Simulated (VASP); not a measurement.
Consider the following.

```xyz
1
Lattice="0.0000 2.0803 2.0803 2.0803 0.0000 2.0803 2.0803 2.0803 0.0000" Properties=species:S:1:pos:R:3 pbc="T T T"
Ag     0.0000     2.0803     2.0803
```

Method: SCAN meta-GGA, VASP's PBE PAW potentials (set 64) (plane waves; VASP). Run with 520 eV cut-off, 15×15×15 Γ-centred mesh, first-order Methfessel-Paxton smearing of 0.10 eV, potentials Ag.

Question: Give the stress tensor in GPa (positive for a compressed cell).

Answer: 
```
-5.43   0.00   0.00
 0.00  -5.43   0.00
 0.00   0.00  -5.43
```
The pressure is its mean diagonal, -5.43 GPa.

The compound is Ag in the fcc structure. This cell is one point of a volume scan, at 1.06 of the reference volume.
